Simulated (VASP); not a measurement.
# NiAuS2 (I-42d) in VASP: settings compared

The runs below take NiAuS2 through single point, with PBE, PBE+U.

All numbers are computed with VASP 6.6.1; they aren't measurements. Logs are shortened: lines on timing, memory, paths and dates and some standing lists are left out, and cuts for length are marked.

## Step 1: The crystal as given

The structure is tetragonal, space group I-42d (No. 122). The conventional cell has a = 5.567 Å, b = 5.567 Å, c = 9.961 Å, α = 90.00°, β = 90.00°, γ = 90.00°. Au (site symmetry -4) has 4 S at 2.52 Å as nearest neighbours. Ni (site symmetry -4) has 4 S at 2.16 Å as nearest neighbours. Around S (site symmetry 2) lie 2 Ni at 2.16 Å.

The cell was built by a generator and needn't be a form met in nature.

## Step 2: Single point, PBE

Contents of INCAR:

```
SYSTEM = NiAuS2
ALGO = Normal ; EDIFF = 1E-6
ENCUT = 520 ; GGA = PE
ISIF = 2 ; ISMEAR = -1
LASPH = .True. ; LCHARG = .True.
LELF = .True. ; LREAL = .False.
LVHAR = .True. ; LWAVE = .False.
NBANDS = 43 ; NELM = 100
PREC = Accurate ; SIGMA = 0.0926
```

Contents of KPOINTS:

```
k-points
0
Gamma
  4 4 4
  0 0 0
```

Contents of POSCAR:

```
NiAuS2
1.0
    0.0000000000      5.5670841300      0.0000000000
    5.5670841300      0.0000000000      0.0000000000
    2.7835420700      2.7835420700     -4.9802860800
Au Ni S
2 2 4
Direct
    0.0000000000      0.0000000000      0.0000000000
    0.7500000000      0.2500000000      0.5000000000
    0.5000000000      0.5000000000      0.0000000000
    0.2500000000      0.7500000000      0.5000000000
    0.3750000000      0.4290000000      0.7500000000
    0.5710000000      0.1250000000      0.2500000000
    0.8750000000      0.8210000000      0.7500000000
    0.1790000000      0.6250000000      0.2500000000
```

Potentials or basis: VASP PAW PBE potentials, release 64 (Au, Ni, S).

Run with:

```console
> cat potpaw_PBE.64/Au/POTCAR potpaw_PBE.64/Ni/POTCAR potpaw_PBE.64/S/POTCAR > POTCAR
> mpirun -np 1 vasp_std > vasp.out
```

OUTCAR:

```text
SYSTEM = NiAuS2
   EDIFF = 1E-6
   ENCUT = 520
   GGA = PE
   ISIF = 2
   ISMEAR = -1
   LASPH = .True.
   LREAL = .False.
   NELM = 100
   PREC = Accurate

 ion  position               nearest neighbor table
   1  0.000  0.000  0.000-   5 2.52   6 2.52   8 2.52   7 2.52
   2  0.750  0.250  0.500-   8 2.52   7 2.52   5 2.52   6 2.52
   3  0.500  0.500  0.000-   7 2.16   6 2.16   8 2.16   5 2.16
   4  0.250  0.750  0.500-   6 2.16   7 2.16   5 2.16   8 2.16
   5  0.375  0.429  0.750-   4 2.16   3 2.16   1 2.52   2 2.52
   6  0.571  0.125  0.250-   4 2.16   3 2.16   1 2.52   2 2.52
   7  0.875  0.821  0.750-   3 2.16   4 2.16   2 2.52   1 2.52
   8  0.179  0.625  0.250-   3 2.16   4 2.16   2 2.52   1 2.52

  LATTYP: Found a body centered tetragonal cell.
 ALAT       =     5.5670841300
 C/A-ratio  =     1.7891901626

  Lattice vectors:

 A1 = (  -2.7835420700,   2.7835420600,   4.9802860800)
 A2 = (   2.7835420600,  -2.7835420700,   4.9802860800)
 A3 = (   2.7835420700,   2.7835420700,  -4.9802860800)

Analysis of symmetry for initial positions (statically):
=====================================================================
 Subroutine PRICEL returns:
 Original cell was already a primitive cell.

 Routine SETGRP: Setting up the symmetry group for a
 body centered tetragonal supercell.

 Subroutine GETGRP returns: Found  8 space group operations
 (whereof  4 operations were pure point group operations)
 out of a pool of 16 trial point group operations.

The static configuration has the point symmetry S_4 .
 The point group associated with its full space group is D_2d.

Analysis of symmetry for dynamics (positions and initial velocities):
=====================================================================
 Subroutine PRICEL returns:
 Original cell was already a primitive cell.

 Routine SETGRP: Setting up the symmetry group for a
 body centered tetragonal supercell.

 Subroutine GETGRP returns: Found  8 space group operations
 (whereof  4 operations were pure point group operations)
 out of a pool of 16 trial point group operations.

The dynamic configuration has the point symmetry S_4 .
 The point group associated with its full space group is D_2d.

 Subroutine INISYM returns: Found  8 space group operations
 (whereof  4 operations are pure point group operations),
 and found     1 'primitive' translations

----------------------------------------------------------------------------------------

                                     Primitive cell

  volume of cell :     154.3511

  direct lattice vectors                    reciprocal lattice vectors
     0.000000000  5.567084130  0.000000000     0.000000000  0.179627248  0.100395839
     5.567084130  0.000000000  0.000000000     0.179627248  0.000000000  0.100395839
     2.783542070  2.783542070 -4.980286080     0.000000000  0.000000000 -0.200791678

  length of vectors
     5.567084130  5.567084130  6.348185753     0.205779670  0.205779670  0.200791678

  position of ions in fractional coordinates (direct lattice)
     0.000000000  0.000000000  0.000000000
     0.750000000  0.250000000  0.500000000
     0.500000000  0.500000000  0.000000000
     0.250000000  0.750000000  0.500000000
     0.375000000  0.429000000  0.750000000
     0.571000000  0.125000000  0.250000000
     0.875000000  0.821000000  0.750000000
     0.179000000  0.625000000  0.250000000

  ion indices of the primitive-cell ions
   primitive index   ion index
                 1           1
                 2           2
                 3           3
                 4           4
                 5           5
                 6           6
                 7           7
                 8           8

----------------------------------------------------------------------------------------

 KPOINTS: k-points

Automatic generation of k-mesh.
 Grid dimensions read from file:
 generate k-points for:    4    4    4

 Generating k-lattice:

  Cartesian coordinates                     Fractional coordinates (reciprocal lattice)
     0.000000000  0.044906812  0.025098960     0.250000000  0.000000000  0.000000000
     0.044906812  0.000000000  0.025098960     0.000000000  0.250000000  0.000000000
     0.000000000  0.000000000 -0.050197920     0.000000000  0.000000000  0.250000000

  Length of vectors
     0.051444918  0.051444918  0.050197920

  Shift w.r.t. Gamma in fractional coordinates (k-lattice)
     0.000000000  0.000000000  0.000000000

 Subroutine IBZKPT returns following result:
 ===========================================

 Found     13 irreducible k-points:

 Following reciprocal coordinates:
            Coordinates               Weight
  0.000000  0.000000  0.000000      1.000000
  0.250000  0.000000  0.000000      8.000000
  0.500000  0.000000  0.000000      4.000000
  0.250000  0.250000  0.000000      8.000000
  0.500000  0.250000  0.000000     16.000000
 -0.250000  0.250000  0.000000      4.000000
  0.500000  0.500000  0.000000      2.000000
  0.000000  0.000000  0.250000      2.000000
  0.500000  0.000000  0.250000      4.000000
 -0.250000  0.000000  0.250000      8.000000
  0.500000  0.500000  0.250000      2.000000
 -0.250000 -0.250000  0.250000      4.000000
  0.000000  0.000000  0.500000      1.000000
   k-points           NKPTS =     13   k-points in BZ     NKDIM =     13   number of bands    NBANDS=     43
   number of dos      NEDOS =    301   number of ions     NIONS =      8
   total plane-waves  NPLWV =  84672
   dimension x,y,z NGX =    42 NGY =   42 NGZ =   48
   dimension x,y,z NGXF=    84 NGYF=   84 NGZF=   96
   ions per type =               2   2   4
   NGX,Y,Z   is equivalent  to a cutoff of  12.54, 12.54, 12.57 a.u.
   NGXF,Y,Z  is equivalent  to a cutoff of  25.08, 25.08, 25.14 a.u.
 SYSTEM =  NiAuS2
   PREC   = accura    normal or accurate (medium, high low for compatibility)
   ISTART =      0    job   : 0-new  1-cont  2-samecut
   ICHARG =      2    charge: 1-file 2-atom 10-const
   ISPIN  =      1    spin polarized calculation?
   LNONCOLLINEAR =      F non collinear calculations
   LSORBIT =      F    spin-orbit coupling
   LASPH  =      T    aspherical Exc in radial PAW
   ENCUT  =  520.0 eV  38.22 Ry    6.18 a.u.  10.35 10.35 11.80*2*pi/ulx,y,z
   NELM   =    100;   NELMIN=  2; NELMDL= -5     # of ELM steps
   EDIFF  = 0.1E-05   stopping-criterion for ELM
[... 8 lines left out ...]
   TEBEG  =    0.0;   TEEND  =   0.0 temperature during run
   PSTRESS=    0.0 pullay stress
   NELECT =      66.0000    total number of electrons
   NUPDOWN=      -1.0000    fix difference up-down
   EMIN   =  10.00;   EMAX   =-10.00  energy-range for DOS
   EFERMI =   0.00;   METHOD = LEGACY
   ISMEAR =    -1;   SIGMA  =   0.09  broadening in eV -4-tet -1-fermi 0-gaus
   EFERMI_NEDOS =   21; number of points for ismear=-14 and -15
   IALGO  =     38    algorithm
   IMIX   =      4    mixing-type and parameters
     AMIX     =   0.40;   BMIX     =  1.00
     AMIX_MAG =   1.60;   BMIX_MAG =  1.00
  volume/ion in A,a.u.               =      19.29       130.20
  Fermi-wavevector in a.u.,A,eV,Ry     =   1.233350  2.330693 20.696518  1.521151
  Thomas-Fermi vector in A             =   2.368083
   LORBIT       =      0    0 simple, 1 ext, 2 COOP (PROOUT), +10 PAW based schemes
   GGA     = PE    functional components
   LHFCALC =     F    Hartree Fock is set to
   AEXX    =    0.0000 exact exchange contribution
   IVDW    =     0    specifies the selected vdW correction
   LEPSILON=     F    determine dielectric tensor
   LRPA    =     F    only Hartree local field effects (RPA)
 non-spin polarized calculation
  energy-cutoff  :      520.00
  volume of cell :      154.35
 maximum number of plane-waves:      4198
 NGX is ok and might be reduce to    42
   NGX = 21   NGY = 21   NGZ = 23

 number of electron      65.9999994 magnetization

 Free energy of the ion-electron system (eV)
  ---------------------------------------------------
  ext. energy  EPLUGINS =         0.00000000
  ---------------------------------------------------
  free energy    TOTEN  =       -34.54241655 eV

  energy without entropy =      -34.34589239  energy(sigma->0) =      -34.44415447

 E-fermi :   5.2034     XC(G=0): -10.2300

 val. band max:        5.1841110528   @ k =   0.5000   0.2500   0.0000
 cond. band min:       5.2805009150   @ k =   0.0000   0.0000   0.5000
 fundamental gap:      0.0963898622
 Fermi energy:         5.2033555744

 k-point     1 :       0.0000    0.0000    0.0000
  band No.  band energies     occupation
      1      -8.9606      2.00000
      2      -7.7151      2.00000
      3      -7.7151      2.00000
      4      -7.6710      2.00000
      5      -0.7661      2.00000
      6      -0.3320      2.00000
[... 35 lines left out ...]
     42      12.4096      0.00000
     43      12.5654      0.00000

 k-point     2 :       0.2500    0.0000    0.0000
  band No.  band energies     occupation
      1      -8.7791      2.00000
      2      -7.8521      2.00000
      3      -7.7639      2.00000
      4      -7.7155      2.00000
      5      -0.6435      2.00000
      6      -0.4501      2.00000
[... 35 lines left out ...]
     42      11.8652      0.00000
     43      12.1882      0.00000

 k-point     3 :       0.5000    0.0000    0.0000
  band No.  band energies     occupation
      1      -8.4468      2.00000
      2      -8.1565      2.00000
      3      -7.7935      2.00000
      4      -7.7656      2.00000
      5      -0.5184      2.00000
      6      -0.4994      2.00000
[... 35 lines left out ...]
     42      11.6767      0.00000
     43      11.9830      0.00000

 k-point     4 :       0.2500    0.2500    0.0000
  band No.  band energies     occupation
      1      -8.5569      2.00000
      2      -7.9467      2.00000
      3      -7.8483      2.00000
      4      -7.7943      2.00000
      5      -0.6390      2.00000
      6      -0.5724      2.00000
[... 357 lines left out ...]
     42      12.2314      0.00000
     43      12.4135      0.00000

 k-point    12 :      -0.2500   -0.2500    0.2500
  band No.  band energies     occupation
      1      -8.2348      2.00000
      2      -8.2348      2.00000
      3      -7.8508      2.00000
      4      -7.8508      2.00000
      5      -0.6914      2.00000
      6      -0.6914      2.00000
[... 35 lines left out ...]
     42      11.4156      0.00000
     43      12.4349      0.00000

 k-point    13 :       0.0000    0.0000    0.5000
  band No.  band energies     occupation
      1      -8.3509      2.00000
      2      -8.3509      2.00000
      3      -7.7218      2.00000
      4      -7.7218      2.00000
      5      -0.9918      2.00000
      6      -0.9918      2.00000
[... 35 lines left out ...]
     42      10.1873      0.00000
     43      11.9212      0.00000

------------------------ aborting loop because EDIFF is reached ----------------------------------------

  FORCE on cell =-STRESS in cart. coord.  units (eV):
  Direction    XX          YY          ZZ          XY          YZ          ZX
  --------------------------------------------------------------------------------------
  -------------------------------------------------------------------------------------
  Total       -1.3681777     -1.3681777     -0.4895118      0.0000000      0.0000000      0.0000000
  in kB      -14.2017948    -14.2017948     -5.0811718      0.0000000      0.0000000      0.0000000
  external PRESSURE =     -11.1615871 kB  Pullay stress =       0.0000000 kB

 VOLUME and BASIS-vectors are now :
 -----------------------------------------------------------------------------
  energy-cutoff  :      520.00
  volume of cell :      154.35
      direct lattice vectors                 reciprocal lattice vectors
     0.000000000  5.567084130  0.000000000     0.000000000  0.179627248  0.100395839
     5.567084130  0.000000000  0.000000000     0.179627248  0.000000000  0.100395839
     2.783542070  2.783542070 -4.980286080     0.000000000  0.000000000 -0.200791678

 POSITION                                       TOTAL-FORCE (eV/Angst)
 -----------------------------------------------------------------------------------
      0.00000      0.00000      0.00000         0.000000     -0.000000      0.000000
      2.78354      5.56708     -2.49014         0.000000     -0.000000      0.000000
      2.78354      2.78354      0.00000         0.000000     -0.000000      0.000000
      5.56708      2.78354     -2.49014         0.000000     -0.000000      0.000000
      4.47594      4.17531     -3.73521        -0.355571     -0.000000      0.000000
      1.39177      3.87469     -1.24507         0.000000      0.355571     -0.000000
      6.65823      6.95886     -3.73521         0.355571     -0.000000      0.000000
      4.17531      1.69239     -1.24507         0.000000     -0.355571      0.000000
 -----------------------------------------------------------------------------------
    total drift:                                0.000026      0.000026     -0.000017

  FREE ENERGIE OF THE ION-ELECTRON SYSTEM (eV)
  ---------------------------------------------------
  free  energy   TOTEN  =       -34.5424165450 eV

  energy  without entropy=      -34.3458923916  energy(sigma->0) =      -34.44415447
```

Run time: 1.7 min. Hardware: 1 thread of Intel Xeon Platinum 8488C (Sapphire Rapids), shared host; peak memory 0.31 GiB.

Results:

| Item | Value |
| --- | --- |
| Free energy | -34.5424 eV |
| Pressure | -1.1 GPa |
| Largest force | 0.356 eV/Å |
| Band gap on the k mesh | none (metal or under the smearing width) |

Forces on the atoms (eV/Å):
```
Au   0.000  0.000  0.000
Au   0.000  0.000  0.000
Ni   0.000  0.000  0.000
Ni   0.000  0.000  0.000
S   -0.356  0.000  0.000
S    0.000  0.356  0.000
S    0.356  0.000  0.000
S    0.000 -0.356  0.000
```

Stress tensor (GPa, compression positive):
```
-1.42  0.00  0.00
 0.00 -1.42  0.00
 0.00  0.00 -0.51
```

Levels at points of the mesh, in eV from the Fermi level:
| k point | band 30 | band 31 | band 32 | band 33 | band 34 | band 35 | band 36 | band 37 |
| --- | --- | --- | --- | --- | --- | --- | --- | --- |
| (0.00, 0.00, 0.00) | -1.41 | -1.41 | -0.84 | -0.55 | 1.48 | 1.48 | 1.55 | 1.60 |
| (0.50, 0.00, 0.00) | -0.96 | -0.81 | -0.46 | -0.23 | -0.17 | 0.52 | 0.71 | 3.63 |
| (0.50, 0.50, 0.00) | -0.78 | 0.11 | 0.11 | 0.19 | 0.19 | 0.47 | 0.47 | 2.81 |
| (0.00, 0.00, 0.50) | -1.19 | -0.11 | -0.11 | -0.06 | -0.06 | 0.08 | 0.08 | 3.62 |

Caveat: the run has no spin polarisation, though such a crystal can be magnetic. With open d or f shells a metallic result of PBE can be an artefact of self-interaction; +U or a hybrid may open a gap.

## Step 3: Single point, PBE+U

Contents of INCAR:

```
SYSTEM = NiAuS2
  ALGO = Normal
  EDIFF = 1E-7
  ENCUT = 520
  GGA = PE
  ISIF = 2
  ISMEAR = -1
  LASPH = .True.
  LCHARG = .False.
  LDAU = .True.
  LDAUJ = 0 0 0
  LDAUL = 2 -1 -1
  LDAUPRINT = 1
  LDAUTYPE = 2
  LDAUU = 6 0 0
  LMAXMIX = 4
  LREAL = .False.
  LWAVE = .False.
  NBANDS = 43
  NELM = 150
  PREC = Accurate
  SIGMA = 0.0926
```

KPOINTS is that of step 2.

POSCAR is that of step 2.

Potentials or basis: VASP PAW PBE potentials, release 64 (Au, Ni, S).

Run with:

```console
> cat potpaw_PBE.64/Au/POTCAR potpaw_PBE.64/Ni/POTCAR potpaw_PBE.64/S/POTCAR > POTCAR
> mpirun -np 1 vasp_std > vasp.out
```

Run time: 1.7 min. Hardware: 1 thread of Intel Xeon Platinum 8488C (Sapphire Rapids), shared host; peak memory 0.31 GiB.

The run converged. Its results:

```yaml
Free_energy: -28.9752 eV
Pressure: -0.5 GPa
Largest_force: 0.104 eV/Å
Band_gap_on_the_k_mesh: none (metal or under the smearing width)
```

Forces in eV/Å, atoms in the order of the input:
```
Au   0.000  0.000  0.000
Au   0.000  0.000  0.000
Ni   0.000  0.000  0.000
Ni   0.000  0.000  0.000
S   -0.104  0.000  0.000
S    0.000  0.104  0.000
S    0.104  0.000  0.000
S    0.000 -0.104  0.000
```

Stress tensor (GPa, compression positive):
```
-0.74  0.00  0.00
 0.00 -0.74  0.00
 0.00  0.00 -0.16
```

Levels at points of the mesh, in eV from the Fermi level:
```
           k point  band 30  band 31  band 32  band 33  band 34  band 35  band 36  band 37
(0.00, 0.00, 0.00)    -1.44    -1.44    -0.97    -0.64     1.47     1.47     1.59     1.94
(0.50, 0.00, 0.00)    -1.00    -0.74    -0.48    -0.25    -0.12     0.52     0.74     4.03
(0.50, 0.50, 0.00)    -0.83     0.09     0.09     0.21     0.21     0.49     0.49     3.23
(0.00, 0.00, 0.50)    -1.26    -0.13    -0.13    -0.12    -0.12     0.08     0.08     3.99
```

Eigenvalues of the final occupation matrices:
| site | spin | trace | eigenvalues |
| --- | --- | --- | --- |
| site 1 d | 1 | 4.57 | 0.90 0.91 0.91 0.92 0.92 |
| site 1 d | 2 | 4.57 | 0.90 0.91 0.91 0.92 0.92 |
| site 2 d | 1 | 4.57 | 0.90 0.91 0.91 0.92 0.92 |
| site 2 d | 2 | 4.57 | 0.90 0.91 0.91 0.92 0.92 |

Caveat: the run has no spin polarisation, though such a crystal can be magnetic; U without spin polarisation on a metal has little footing.

## Step 4: Single point, PBE

Contents of INCAR:

```
ALGO = Fast ; EDIFF = 1E-6
ENCUT = 520 ; GGA = PE
ISIF = 2 ; ISMEAR = -1
LASPH = True ; LCHARG = False
LREAL = False ; LWAVE = False
NBANDS = 43 ; NELM = 100
PREC = Accurate ; SIGMA = 0.05
```

Contents of KPOINTS:

```
k-points
0
Gamma
  4 4 4
```

POSCAR is that of step 3.

Run with:

```console
> cat potpaw_PBE.64/Au/POTCAR potpaw_PBE.64/Ni/POTCAR potpaw_PBE.64/S/POTCAR > POTCAR
> mpirun -np 1 vasp_std > vasp.out
```

Run time: 2 min. Hardware: 1 thread of Intel Xeon Platinum 8488C (Sapphire Rapids), shared host; peak memory 0.32 GiB.

It converged, with:

```yaml
Free_energy: -34.4727 eV
Pressure: -1.2 GPa
Largest_force: 0.340 eV/Å
Band_gap_on_the_k_mesh: none (metal or under the smearing width)
```

Forces on the atoms (eV/Å):
```
Au   0.000  0.000  0.000
Au   0.000  0.000  0.000
Ni   0.000  0.000  0.000
Ni   0.000  0.000  0.000
S   -0.340  0.000  0.000
S    0.000  0.340  0.000
S    0.340  0.000  0.000
S    0.000 -0.340  0.000
```

Stress tensor (GPa, compression positive):
```
-1.55  0.00  0.00
 0.00 -1.55  0.00
 0.00  0.00 -0.57
```

Levels at points of the mesh, in eV from the Fermi level:
```tsv
k point	band 29	band 30	band 31	band 32	band 33	band 34	band 35	band 36	band 37	band 38
(0.00, 0.00, 0.00)	-1.63	-1.43	-1.43	-0.84	-0.56	1.47	1.47	1.54	1.60	3.52
(0.50, 0.00, 0.00)	-1.14	-0.97	-0.81	-0.47	-0.24	-0.18	0.51	0.70	3.62	4.00
(0.50, 0.50, 0.00)	-0.79	-0.79	0.10	0.10	0.18	0.18	0.46	0.46	2.81	2.81
(0.00, 0.00, 0.50)	-1.19	-1.19	-0.12	-0.12	-0.06	-0.06	0.07	0.07	3.61	3.61
```

Caveat: the run has no spin polarisation, though such a crystal can be magnetic.

## Step 5: The runs side by side

| level | U | smearing | gap on the mesh (eV) | pressure (GPa) | largest force (eV/Å) |
| --- | --- | --- | --- | --- | --- |
| PBE | - | fermi-dirac 0.0926 eV | none | -1.1 | 0.36 |
| PBE+U | Au d U = 6.0 eV | fermi-dirac 0.0926 eV | none | -0.5 | 0.10 |
| PBE | - | fermi-dirac 0.05 eV | none | -1.2 | 0.34 |

Alike in all rows: task single point; potentials or basis VASP PAW PBE potentials, release 64 (Au, Ni, S); no spin polarisation; cell as given; k mesh 4 × 4 × 4; cutoff (eV) 520.

Every run on the cell as given and a fine mesh finds a metal. The pressure there spans -1.2 GPa (PBE) to -0.5 GPa (PBE+U); a positive pressure means that this level wants a larger cell, a negative one a smaller.

Caveats: the run has no spin polarisation, though such a crystal can be magnetic; U without spin polarisation on a metal has little footing (some runs).

Absolute energies hang on the potentials; compare differences alone.
